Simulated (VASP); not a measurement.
Energy against volume of HfN (rock salt). Calculation: PW91 GGA, VASP's PBE PAW potentials (set 64) (plane waves; VASP). Numerical set-up: 520 eV cut-off, 14×14×14 Γ-centred mesh, first-order Methfessel-Paxton smearing of 0.10 eV, potentials Hf_pv N.

```
V (Å³/atom)  E (eV/atom)
-----------  -----------
11.333         -10.88474
11.684         -10.89437
12.034         -10.88616
12.385         -10.86274
```

Question: Fit these four points and predict the energy of the run at 10.983 Å³/atom.

Answer: A cubic in V^(−2/3), the third-order Birch-Murnaghan form, passes through the four points with V0 = 11.69 Å³/atom and B0 = 271 GPa, and gives -10.8542 eV/atom there. The run gave -10.8542 eV/atom, -0.0 meV/atom from the fit; all five points give B0 = 271 GPa.

The compound is HfN in the rock salt structure. It was relaxed first.
